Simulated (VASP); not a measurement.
# In: convergence with the SCF threshold and plane-wave cutoff

A convergence test on In: the SCF threshold and plane-wave cutoff. The series runs use PBE. The SCF threshold tried: EDIFF = 0.01; EDIFF = 0.001; EDIFF = 1E-04; EDIFF = 1E-05; EDIFF = 1E-06; EDIFF = 1E-08. The plane-wave cutoff tried: ENCUT = 140; ENCUT = 180; ENCUT = 220; ENCUT = 240; ENCUT = 280; ENCUT = 310; ENCUT = 380; ENCUT = 480. The start is a cell from a database of measured crystal structures.

Main program and level: VASP 6.6.1; PBE; plane waves and PAW (In_d).

Most raw output is cut from this account.

### Step 1. Set-up

It takes space group I4/mmm (No. 139, tetragonal). Conventional cell: a = 3.251 Å, b = 3.251 Å, c = 4.947 Å, α = 90.00°, β = 90.00°, γ = 90.00°. In has 12 In at 3.25 to 3.38 Å nearest.

Structure file:

```cif
data_structure
_symmetry_space_group_name_H-M 'P 1'
_symmetry_Int_Tables_number 1
_cell_length_a 3.3769
_cell_length_b 3.3769
_cell_length_c 3.3769
_cell_angle_alpha 122.453
_cell_angle_beta 122.453
_cell_angle_gamma 85.801
_cell_volume 26.14
loop_
_atom_site_label
_atom_site_type_symbol
_atom_site_fract_x
_atom_site_fract_y
_atom_site_fract_z
_atom_site_occupancy
In1 In 0.00000 0.00000 0.00000 1
```

### Step 2. SCF threshold: EDIFF = 0.01

EDIFF stops the electronic loop; forces need it tighter than energies do. PBE, the usual starting point, adds the gradient of the density.

Input file INCAR:

```
SYSTEM = In
PREC = Accurate
ENCUT = 400
EDIFF = 0.01
NELM = 100
ISMEAR = -1
SIGMA = 0.05
LREAL = .FALSE.
ALGO = Normal
GGA = PE
NBANDS = 12
LORBIT = 11
LWAVE = .FALSE.
LCHARG = .FALSE.
KPAR = 2
ISIF = 2
```

Input file POSCAR:

```
In
1.0
   -1.6254700000      1.6254700000      2.4737000000
    1.6254700000     -1.6254700000      2.4737000000
    1.6254700000      1.6254700000     -2.4737000000
In
1
Direct
    0.0000000000      0.0000000000      0.0000000000
```

Input file KPOINTS:

```
Automatic mesh
0
Gamma
10 10 10
0 0 0
```

The projector-augmented-wave data sets are In_d (PBE family, release 64).

Run with:

```sh
mpirun -np 2 vasp_std
```

Run time: 5.2 s. Hardware: 2 MPI ranks of Intel Xeon Platinum 8175M at 2.50GHz (Skylake/Cascade Lake), shared host; peak memory 0.27 GiB; 8.8 s of CPU time.

This run has no spin polarisation. Its electron count is odd, so without a moment it is a metal by construction. The k-mesh is coarse for a metal.

Numbers from this step:

- electronic steps: 7
- electrons: 13
- bands: 12
- irreducible k points: 102
- symmetry operations: 16
- free energy (TOTEN): -2.559 eV
- energy at zero smearing: -2.557 eV
- Fermi energy: 7.513 eV
- pressure: 5.796 GPa
- metallic: yes

The series starts at -2.5568 eV an atom and 5.80 GPa, after 7 cycles in 5.2 s.

### Step 3. SCF threshold: EDIFF = 0.001

INCAR: that of step 2 with these lines changed.

```diff
@@ -3,3 +3,3 @@
 ENCUT = 400
-EDIFF = 0.01
+EDIFF = 0.001
 NELM = 100
```

POSCAR is that of step 2.

KPOINTS is that of step 2.

Run with:

```sh
mpirun -np 2 vasp_std
```

It took 5.8 s on 2 MPI ranks; peak memory 0.27 GiB; 10 s of CPU time.

Against the run before the energy moves by +0.17 meV an atom and the pressure by -4.54 GPa, after 8 cycles in 5.8 s.

### Step 4. SCF threshold: EDIFF = 1E-04

INCAR: that of step 3 with these lines changed.

```diff
@@ -3,3 +3,3 @@
 ENCUT = 400
-EDIFF = 0.001
+EDIFF = 1E-04
 NELM = 100
```

POSCAR is that of step 3.

KPOINTS is that of step 3.

Run with:

```sh
mpirun -np 2 vasp_std
```

The job ended after 6.4 s (2 MPI ranks; peak memory 0.27 GiB).

Against the run before the energy moves by -0.02 meV an atom and the pressure by +0.63 GPa, after 9 cycles in 6.4 s.

### Step 5. SCF threshold: EDIFF = 1E-05

INCAR: that of step 4 with these lines changed.

```diff
@@ -3,3 +3,3 @@
 ENCUT = 400
-EDIFF = 1E-04
+EDIFF = 1E-05
 NELM = 100
```

POSCAR is that of step 4.

KPOINTS is that of step 4.

Run with:

```sh
mpirun -np 2 vasp_std
```

Run time: 6.6 s. Hardware: 2 MPI ranks; peak memory 0.27 GiB.

Against the run before the energy stays within 0.01 meV an atom; the pressure moves by -0.01 GPa, after 9 cycles in 6.6 s.

### Step 6. SCF threshold: EDIFF = 1E-06

INCAR: that of step 5 with these lines changed.

```diff
@@ -3,3 +3,3 @@
 ENCUT = 400
-EDIFF = 1E-05
+EDIFF = 1E-06
 NELM = 100
```

POSCAR is that of step 5.

KPOINTS is that of step 5.

Run with:

```sh
mpirun -np 2 vasp_std
```

Wall time 7.2 s (2 MPI ranks); peak memory 0.27 GiB; 13 s of CPU time.

Against the run before the energy stays within 0.01 meV an atom; the pressure moves by +0.07 GPa, after 10 cycles in 7.2 s.

### Step 7. SCF threshold: EDIFF = 1E-08

INCAR: that of step 6 with these lines changed.

```diff
@@ -3,3 +3,3 @@
 ENCUT = 400
-EDIFF = 1E-06
+EDIFF = 1E-08
 NELM = 100
```

POSCAR is that of step 6.

KPOINTS is that of step 6.

Run with:

```sh
mpirun -np 2 vasp_std
```

Wall time 8 s (2 MPI ranks); peak memory 0.26 GiB; 14 s of CPU time.

Against the run before the energy stays within 0.01 meV an atom; the pressure moves by -0.01 GPa, after 11 cycles in 8 s.

### Step 8. The SCF threshold series as a table

This step: convergence of PBE results with the threshold; plane waves and PAW (VASP 6.6.1).

This step runs nothing: it gathers the runs above.

Differences are taken from the run with EDIFF = 1E-08. Results of the series, by row:

```
      setting     status  energy less the reference (meV/atom)  pressure (GPa)  SCF cycles  wall time (s)
 EDIFF = 0.01  converged                               -0.1489           5.796           7            5.2
EDIFF = 0.001  converged                               0.02329           1.253           8            5.8
EDIFF = 1E-04  converged                                0.0011           1.878           9            6.4
EDIFF = 1E-05  converged                               0.00104            1.87           9            6.6
EDIFF = 1E-06  converged                               2.00e-5           1.942          10            7.2
EDIFF = 1E-08  converged                                     0           1.934          11              8
```

### Step 9. Plane-wave cutoff: ENCUT = 140

This step: PBE; plane waves and PAW (In_d) (VASP 6.6.1).

The basis grows with ENCUT, and energy and stress both move with it.

INCAR: that of step 7 with these lines changed.

```diff
@@ -2,4 +2,4 @@
 PREC = Accurate
-ENCUT = 400
-EDIFF = 1E-08
+ENCUT = 140
+EDIFF = 1E-06
 NELM = 100
```

POSCAR is that of step 7.

KPOINTS is that of step 7.

Run with:

```sh
mpirun -np 2 vasp_std
```

Run time: 2.8 s. Hardware: 2 MPI ranks; peak memory 0.2 GiB.

This step gave:

| Item | Value |
| --- | --- |
| free energy (TOTEN) | 5.325 eV |
| energy at zero smearing | 5.327 eV |
| Fermi energy | 7.437 eV |
| pressure | -440.1 GPa |

The series starts at 5.3273 eV an atom and -440.12 GPa, after 11 cycles in 2.8 s.

### Step 10. Plane-wave cutoff: ENCUT = 180

INCAR: that of step 9 with these lines changed.

```diff
@@ -2,3 +2,3 @@
 PREC = Accurate
-ENCUT = 140
+ENCUT = 180
 EDIFF = 1E-06
```

POSCAR is that of step 9.

KPOINTS is that of step 9.

Run with:

```sh
mpirun -np 2 vasp_std
```

The job ended after 3 s (2 MPI ranks; peak memory 0.2 GiB).

Against the run before the energy moves by -7418.80 meV an atom and the pressure by +379.29 GPa, after 11 cycles in 3 s.

### Step 11. Plane-wave cutoff: ENCUT = 220

INCAR: that of step 10 with these lines changed.

```diff
@@ -2,3 +2,3 @@
 PREC = Accurate
-ENCUT = 180
+ENCUT = 220
 EDIFF = 1E-06
```

POSCAR is that of step 10.

KPOINTS is that of step 10.

Run with:

```sh
mpirun -np 2 vasp_std
```

Elapsed: 3 s, on 2 MPI ranks; peak memory 0.21 GiB; 5 s of CPU time.

Against the run before the energy moves by -446.19 meV an atom and the pressure by +57.10 GPa, after 10 cycles in 3 s.

### Step 12. Plane-wave cutoff: ENCUT = 240

INCAR: that of step 11 with these lines changed.

```diff
@@ -2,3 +2,3 @@
 PREC = Accurate
-ENCUT = 220
+ENCUT = 240
 EDIFF = 1E-06
```

POSCAR is that of step 11.

KPOINTS is that of step 11.

Run with:

```sh
mpirun -np 2 vasp_std
```

Run time: 5.8 s. Hardware: 2 MPI ranks; peak memory 0.22 GiB; 10 s of CPU time.

Against the run before the energy moves by -18.00 meV an atom and the pressure by +4.81 GPa, after 10 cycles in 5.8 s.

### Step 13. Plane-wave cutoff: ENCUT = 280

INCAR: that of step 12 with these lines changed.

```diff
@@ -2,3 +2,3 @@
 PREC = Accurate
-ENCUT = 240
+ENCUT = 280
 EDIFF = 1E-06
```

POSCAR is that of step 12.

KPOINTS is that of step 12.

Run with:

```sh
mpirun -np 2 vasp_std
```

Wall time 5.8 s (2 MPI ranks); peak memory 0.22 GiB; 11 s of CPU time.

Against the run before the energy moves by -0.92 meV an atom and the pressure by +0.73 GPa, after 10 cycles in 5.8 s.

### Step 14. Plane-wave cutoff: ENCUT = 310

INCAR: that of step 13 with these lines changed.

```diff
@@ -2,3 +2,3 @@
 PREC = Accurate
-ENCUT = 280
+ENCUT = 310
 EDIFF = 1E-06
```

POSCAR is that of step 13.

KPOINTS is that of step 13.

Run with:

```sh
mpirun -np 2 vasp_std
```

Run time: 6.8 s. Hardware: 2 MPI ranks; peak memory 0.23 GiB; 13 s of CPU time.

Against the run before the energy moves by +0.03 meV an atom and the pressure by -0.41 GPa, after 10 cycles in 6.8 s.

### Step 15. Plane-wave cutoff: ENCUT = 380

INCAR: that of step 14 with these lines changed.

```diff
@@ -2,3 +2,3 @@
 PREC = Accurate
-ENCUT = 310
+ENCUT = 380
 EDIFF = 1E-06
```

POSCAR is that of step 14.

KPOINTS is that of step 14.

Run with:

```sh
mpirun -np 2 vasp_std
```

Wall time 6.6 s (2 MPI ranks); peak memory 0.27 GiB.

Against the run before the energy moves by +0.33 meV an atom and the pressure by +0.40 GPa, after 10 cycles in 6.6 s.

### Step 16. Plane-wave cutoff: ENCUT = 480

INCAR: that of step 15 with these lines changed.

```diff
@@ -2,3 +2,3 @@
 PREC = Accurate
-ENCUT = 380
+ENCUT = 480
 EDIFF = 1E-06
```

POSCAR is that of step 15.

KPOINTS is that of step 15.

Run with:

```sh
mpirun -np 2 vasp_std
```

The job ended after 7 s (2 MPI ranks; peak memory 0.28 GiB).

Against the run before the energy moves by -0.50 meV an atom and the pressure by +0.18 GPa, after 10 cycles in 7 s.

### Step 17. The plane-wave cutoff series as a table

This step: convergence of PBE results with the cutoff; plane waves and PAW (VASP 6.6.1).

Derived from the runs above.

Differences are taken from the run with ENCUT = 480. Results of the series, by row:

```
    setting     status  energy less the reference (meV/atom)  pressure (GPa)  SCF cycles  wall time (s)
ENCUT = 140  converged                                  7884          -440.1          11            2.8
ENCUT = 180  converged                                 465.2          -60.83          11              3
ENCUT = 220  converged                                 19.05          -3.724          10              3
ENCUT = 240  converged                                 1.047           1.085          10            5.8
ENCUT = 280  converged                                0.1314           1.815          10            5.8
ENCUT = 310  converged                                0.1632           1.408          10            6.8
ENCUT = 380  converged                                0.4964           1.808          10            6.6
ENCUT = 480  converged                                     0           1.988          10              7
```

### Step 18. Outcome

| Property | Result |
| --- | --- |
| SCF threshold from which the energy stays within 10 meV/atom of the reference | EDIFF = 0.01 |
| SCF threshold from which the energy stays within 1 meV/atom of the reference | EDIFF = 0.01 |
| SCF threshold from which the pressure stays within 0.2 GPa of the reference | EDIFF = 1E-04 |
| spread of the pressure over the SCF threshold | 4.54 GPa |
| spread of the energy over the SCF threshold | 0.172 meV/atom |
| plane-wave cutoff from which the energy stays within 10 meV/atom of the reference | ENCUT = 240 |
| plane-wave cutoff from which the energy stays within 1 meV/atom of the reference | ENCUT = 280 |
| plane-wave cutoff from which the pressure stays within 0.2 GPa of the reference | ENCUT = 380 |
| spread of the pressure over the plane-wave cutoff | 442 GPa |
| spread of the energy over the plane-wave cutoff | 7884 meV/atom |

In words: From EDIFF = 0.01 on, the energy stays within 1 meV an atom of the reference, at 65 % of its time. The pressure holds within 0.2 GPa from EDIFF = 1E-04 on. The loosest stop saves 4 of 11 cycles and costs -0.1 meV an atom, +3.86 GPa. From ENCUT = 280 on, the energy stays within 1 meV an atom of the reference, at 83 % of its time. The pressure holds within 0.2 GPa from ENCUT = 380 on. These cutoffs are 0.6 to 2 times the default of the data sets, about 240 eV; at the default the run is off by +1.0 meV an atom, -0.90 GPa, and at 1.3 times by +0.2 meV an atom, -0.58 GPa. Energy differences between like cells converge faster than these totals. Differences are taken from the run with ENCUT = 480, which is itself not the exact limit. Forces vanish by symmetry in this cell, so the series can't test them. The runs at ENCUT = 140; ENCUT = 180; ENCUT = 220 are over 30 meV an atom or 2 GPa off and describe the material poorly.

[Lines on the potential files, build, host, timing and source positions are cut from VASP's logs without a mark.]

[Logs are printed without paths, hosts, clocks, repeated set-up lines and the standing remarks that a program may print on its own settings, such as how far it seeks lower states.]

[Hosts, paths, dates, database ids (printed as entryN), source tags and the programs' standing remarks are cut or masked in the printed files.]

[A measured line is paired with the nearest computed mode of its activity, which favours agreement.]
